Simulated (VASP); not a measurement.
Input of a VASP 6.6.1 run:

File INCAR:

```
SYSTEM = Pt
  PREC = Accurate
  ENCUT = 400
  EDIFF = 1E-7
  ISMEAR = 0
  SIGMA = 0.1
  LREAL = .False.
  LASPH = .True.
  NELM = 60
  ALGO = Normal
  ISIF = 2
  LWAVE = .False.
  LCHARG = .False.
  GGA = PE
```

File KPOINTS:

```
regular mesh
0
Gamma
  14 14 14
  0 0 0
```

File POSCAR:

```
Pt
1.0
    0.0000000000      1.9609000000      1.9609000000
    1.9609000000      0.0000000000      1.9609000000
    1.9609000000      1.9609000000      0.0000000000
Pt
1
Direct
    0.0000000000      0.0000000000      0.0000000000
```

Potentials or basis: VASP PAW PBE potentials, release 64 (Pt).

The run is started by

```bash
$ cat potpaw_PBE.64/Pt/POTCAR > POTCAR
$ mpirun -np 1 vasp_std > vasp.out
```

Question: Estimate the pressure.

Answer: 9.4 GPa.

Question: Predict the band gap on the k mesh.

Answer: None (metal or under the smearing width).

The run has no spin-orbit coupling, so splittings on Pt are missing.
